**ZnS, six layers to the cell: two points of the zone to be forecast**

The electron levels of a crystal depend on the phase with which a state runs from cell to cell, and each set of phases is a point of the reciprocal cell. Here the levels of a hexagonal ZnS crystal are known at five such points. How well do these five, with symmetry and some chemistry, fix the highest filled and the lowest empty level at two more?

VASP 6.6.1, PBE with the recommended PAW potentials, no spin polarisation or spin-orbit coupling, for ZnS in a 12-atom hexagonal cell (P6_3mc) at the given geometry. The plane-wave cutoff is 520 eV, the k mesh 8×8×2 and the Gaussian smearing 0.013 eV wide. Levels are numbered outwards from the gap, under and over it, with the valence top on the mesh as zero.

```csv
point a (reciprocal cell vector),point b (reciprocal cell vector),point c (reciprocal cell vector),level under 4 (eV),level under 3 (eV),level under 2 (eV),level under 1 (eV),level over 1 (eV),level over 2 (eV)
0.0000,0.0000,0.0000,-0.241,-0.023,0.000,0.000,2.168,3.216
0.1250,0.0000,0.0000,-0.413,-0.404,-0.154,-0.129,2.954,3.787
0.2500,0.0000,0.0000,-0.786,-0.779,-0.506,-0.447,3.605,3.948
0.2500,0.2500,0.0000,-1.823,-1.488,-1.141,-1.134,4.469,4.506
0.3750,0.2500,0.0000,?,?,?,?,?,?
0.3750,0.0000,0.5000,?,?,?,?,?,?
0.5000,0.0000,0.5000,-1.218,-1.218,-0.988,-0.988,3.369,3.369
```

The cell has edges of 3.812 Å in the plane and 18.69 Å along c. Its six ZnS pairs thus form six layers 3.115 Å apart, close to the 3.112 Å of ideal tetrahedral stacking. The points are numbered 1 to 7 from the top. Points a, b and c are the components of each along the three reciprocal cell vectors. Level under 1 is the highest filled level and level over 1 the lowest empty one, both counted from the valence top. The columns rank the energies at each point, so a column can pass from one band to another on the way down the table.

**What the known points say**

Both edges lie at point 1, the zone centre. On the short step to point 2 the empty edge rises by 0.79 eV, while the filled edge falls by only 0.13 eV. Standard bonding chemistry offers a reason, though the table lists no orbital characters to test it. The lowest empty state at the centre is expected to be an antibonding mix of Zn 4s and S s orbitals. Away from the centre it mixes with the filled S 3p states across the gap and is pushed up by them. This gives a light mass: the rise to point 2 is several times what a free electron would gain on the same step. The top filled states are mostly S 3p orbitals. They form several bands, and the highest filled level at each point belongs to the one that has fallen least, so this edge responds weakly.

The empty edge has a second feature. At point 7, on the boundary of the zone, the lowest empty level is 3.37 eV, below those of points 3 and 4. The empty edge therefore has low ground in two places, around the centre and near this boundary. Cubic ZnS has valleys away from the centre, at X and L, and seen along the stacking direction they fall on the line along c through point 7. A six-layer repeat folds them to point c equal to zero on that line, not to point 7 itself, so the change of stacking must also mix and shift them. That kinship is a likely origin, not a tested one.

**A forecast from symmetry alone**

At point 7 the levels come in equal pairs. These are not the two spins of one orbital, since each listed level already holds both. The crystal has a screw axis: half a turn combined with a shift of half a cell along c leaves it unchanged. Together with time reversal, this operation forces a pairing wherever point c is 0.5. Without spin-orbit coupling, as here, each pair holds four states; with it, the four are expected to split into two doublets, each still held together by the same operation.

Point 6 also has point c equal to 0.5, so its six levels must form three exact pairs. Point 5 has point c equal to zero, and no such general rule holds there. Two-layer wurtzite ZnS has the same screw axis and would show the same pairing, whereas cubic ZnS has no such axis along its stacking direction.

**The filled edge**

A band built from orbitals that couple to their neighbours varies as a sum of cosines, one for each pair of opposite links between cells. For the hexagonal layer I keep the two shortest sets of links and ignore the position along c:

h₁ = 1 − [cos 2πa + cos 2πb + cos 2π(a+b)]/3

h₂ = 1 − [cos 2π(a−b) + cos 2π(2a+b) + cos 2π(a+2b)]/3

Here a and b stand for point a and point b. Both expressions vanish at the zone centre, where the energy zero lies. A least-squares fit to the five known points gives

E(filled edge) ≈ −0.892 h₁ + 0.123 h₂ (in eV).

The typical misfit is 0.02 eV, but two constants are set by only four informative points, so this closeness is weak evidence.

Point 5 was not part of the fit. It has h₁ = 1.471 and h₂ = 0.195, for which the formula gives −1.29 eV. I allow −1.6 to −1.1 eV, with more room below, because the point lies near the corner of the zone, beyond the fitted points, and its neighbour point 4 already falls below the smooth curve. For point 6 the same formula gives −0.83 eV, with a range of −0.95 to −0.70 eV.

The second filled pair of point 6 is placed midway between the lower two levels of point 3 and those of point 7. This gives −1.00 eV, with a range of −1.15 to −0.85 eV. All these ranges are judgements, not statistical errors.

**The empty edge**

The same cosines, with a constant added, do badly for the empty edge: the typical misfit on the known points is 0.43 eV. Two separate low regions are too much structure for so smooth a surface. A local argument is safer.

In the plane of a and b, point 6 lies midway between points 3 and 7. The mean of their lowest empty levels is 3.49 eV, which I take as the forecast, with a range of 3.3 to 3.7 eV.

Point 5 follows from a rectangle. Seen along c, points 4, 5, 7 and 6 are its corners. Going from 5 to 4 is the same move towards the inside of the zone as going from 7 to 6, and each move stays at its own height in c. If this move costs the same energy on both sides,

E₅ = E₄ + E₇ − E₆ = 4.469 + 3.369 − 3.487 = 4.35 eV.

The range is 3.95 to 4.75 eV, wider because any error at point 6 is passed on. The remaining levels of point 5 are left without a forecast.

**The computed levels**

The withheld rows as computed:

```csv
point a (reciprocal cell vector),point b (reciprocal cell vector),point c (reciprocal cell vector),level under 4 (eV),level under 3 (eV),level under 2 (eV),level under 1 (eV),level over 1 (eV),level over 2 (eV)
0.3750,0.2500,0.0000,-1.661,-1.597,-1.505,-1.338,4.236,4.439
0.3750,0.0000,0.5000,-1.081,-1.081,-0.860,-0.860,3.589,3.589
```

The pairing at point 6 is exact to the printed digits. This was the firmest forecast, since it needs only the symmetry of the crystal.

The filled edge comes out at −1.34 eV at point 5 and −0.86 eV at point 6. Both values lie inside their ranges and slightly below the forecasts, by 0.05 and 0.03 eV. Misses of this size are no larger than the spin-orbit splitting of the valence top in ZnS, roughly 0.07 eV as I recall it, so refining the formula further would have little physical meaning at this level of theory.

The lower filled pair of point 6 lies 0.08 eV below its forecast, also inside the range. The midpoint rule assumes a steady fall from point 3 to point 7. Symmetry, however, makes the paired levels run level at point 7, which fits a fall that is mostly over before that point is reached. The different height in c of point 3 may also play a part. The cosines have this levelling built in, which is a good reason to prefer them for a simple band near the zone boundary.

The lowest empty level of point 6 is 3.59 eV, 0.10 eV above the forecast but inside its range. It is almost as high as at point 3, and the descent comes only afterwards, towards point 7. A crest between two valleys would look like this, and a straight mean cuts off the top of a crest. Point 3 lies at a different height in c, however, so the three values do not trace a single line and the crest remains a plausible reading.

At point 5 the lowest empty level is 4.24 eV, also in range, and here the forecast was 0.12 eV too high. The two misses are linked. The rectangle subtracts the value assumed for point 6, so an estimate too low there becomes one too high here. With the computed level of point 6 put in, the rectangle gives 4.469 + 3.369 − 3.589 = 4.249 eV, only 0.013 eV from the computed value. The weak step was the midpoint, not the sum.

One rectangle that closes so well does not establish a rule. For the filled edge the same sum fails by 0.08 eV, although that edge varies less over the listed points. The discarded cosine surface also deserves its due: at point 5 it gives 4.18 eV, closer than my forecast. At point 6 it is 0.21 eV too high, and among the points it was fitted to it misses point 7 by 0.65 eV, so its one close value is no reason to trust it.

The energies of the empty levels need a further caution. This density functional makes the gap of ZnS too small: it gives 2.17 eV on this mesh, against a measured gap of very roughly 3.7 eV, as I recall it. Much of that error moves the empty levels together relative to the filled ones. The comparison of one empty level with another is therefore more trustworthy than its height above the valence top. The cell was also taken as given, not relaxed, and stands under a pressure of more than 2 GPa in this calculation; relaxing it would be expected to narrow the gap further. The printed analysis below gives both cosine fits, the rectangle sums and every miss.

The analysis program printed:

```
Waves and vertical distance of the edges:
    row  first shell  second shell  empty less filled edge in eV
    0.0            0             0                         2.168
  0.125       0.1953        0.5286                         3.083
   0.25       0.6667         1.333                         4.052
   0.25        1.333        0.6667                         5.603
  0.375        1.471        0.1953                         5.574
  0.375        1.138         1.471                         4.449
    0.5        1.333         1.333                         4.357
fit of level_under_1 on 5 rows: coefficient of h1 -0.8923 +/- 0.032, coefficient of h2 0.1232 +/- 0.031; rms 0.0235, worst 0.5 -0.0375, leave-one-out rms 0.0604
  rows outside the fit (model, value, miss): 0.375 -1.289, -1.338, 0.0491; 0.375 -0.8342, -0.86, 0.0258
fit of level_over_1 on 5 rows: constant 2.522 +/- 0.56, coefficient of h1 1.128 +/- 0.72, coefficient of h2 -0.006248 +/- 0.79; rms 0.426, worst 0.5 0.649, leave-one-out rms 1.27
  rows outside the fit (model, value, miss): 0.375 4.18, 4.236, -0.0555; 0.375 3.796, 3.589, 0.207
Row 6 lowest empty level, forecast, eV: 3.487
Row 6 lowest empty level, forecast less computed, eV: -0.102
Row 5 lowest empty level, forecast, eV: 4.351
Row 5 lowest empty level, forecast less computed, eV: 0.115
Row 6 lower filled pair, forecast, eV: -1
Row 6 lower filled pair, forecast less computed, eV: 0.08075
Row 6 sum of the splittings inside the three pairs, eV: 0
Rectangle, rows 4 and 7 less rows 5 and 6, empty edge, eV: 0.013
Rectangle, rows 4 and 7 less rows 5 and 6, filled edge, eV: 0.076
Rise of the empty edge from row 1 to row 2, eV: 0.786
Fall of the filled edge from row 1 to row 2, eV: 0.129
Ratio of that rise to that fall: 6.093
Lowest empty level of row 7 above that of row 1, eV: 1.201
```
